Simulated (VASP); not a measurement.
A cell of In (bct) near equilibrium:

```yaml
crystal:
  lattice:
    - [-1.61842, 1.61842, 2.50457]
    - [1.61842, -1.61842, 2.50457]
    - [1.61842, 1.61842, -2.50457]
  atoms:
    - { symbol: In, position: [0.00000, 0.00000, 0.00000] }
```

All values below come from r2SCAN meta-GGA, VASP's PBE PAW potentials (set 64) (plane waves; VASP).

| run | ΔE (meV/atom) | σxx | σyy | σzz | largest shear component, with its sign (GPa) | largest force (eV/Å) |
|---|---|---|---|---|---|---|
| as it is | 0.0 | 0.07 | 0.07 | 0.04 | 0.00 | 0.000 |
| after one change | 0.5 | -0.57 | -0.57 | -0.55 | 0.00 | 0.000 |
Stress is in GPa, positive when the cell is compressed.

Q: Name the change that produced these shifts.
A. isotropic strain of -1.5 %
B. uniaxial strain of +4.0 % along z
C. isotropic strain of +0.5 %
D. uniaxial strain of -1.0 % along x

A: C, isotropic strain of +0.5 %

The compound is In in the bct structure.
